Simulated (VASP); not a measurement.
Input of a VASP 6.6.1 run:

INCAR

```
SYSTEM = HfGe
  ALGO = Normal
  EDIFF = 1E-6
  EDIFFG = -0.01
  ENCUT = 600
  GGA = PE
  IBRION = 2
  ISIF = 3
  ISMEAR = 0
  LASPH = .TRUE.
  LCHARG = .FALSE.
  LREAL = .FALSE.
  LWAVE = .FALSE.
  NELM = 100
  NSW = 40
  PREC = Accurate
  SIGMA = 0.05
```

KPOINTS

```
k-points
0
G
  8 8 7
  0 0 0
```

POSCAR

```
HfGe
1.0
    3.2196660000      0.0000000000      0.0000000000
    0.0000000000      3.2196660000      0.0000000000
    0.0000000000      0.0000000000      4.1084277000
Hf Ge
1 1
Direct
    0.5000000000      0.5000000000      0.0000000000
    0.0000000000      0.0000000000      0.0000000000
```

Potentials or basis: VASP PAW PBE potentials, release 64 (Hf_pv, Ge_d).

Launch:

```bash
$ cat potpaw_PBE.64/Hf_pv/POTCAR potpaw_PBE.64/Ge_d/POTCAR > POTCAR
$ mpirun -np 1 vasp_std > vasp.out
```

(1) Estimate the relaxed volume.

(2) What does it give for the relaxed cell?

(3) Predict the space group after relaxing (to 0.05 Å).

Answers

(1) 22.33 Å³/atom.

(2) a = 3.819 Å, b = 3.819 Å, c = 3.063 Å, α = 90.00°, β = 90.00°, γ = 90.00°.

(3) P4/mmm (No. 123).
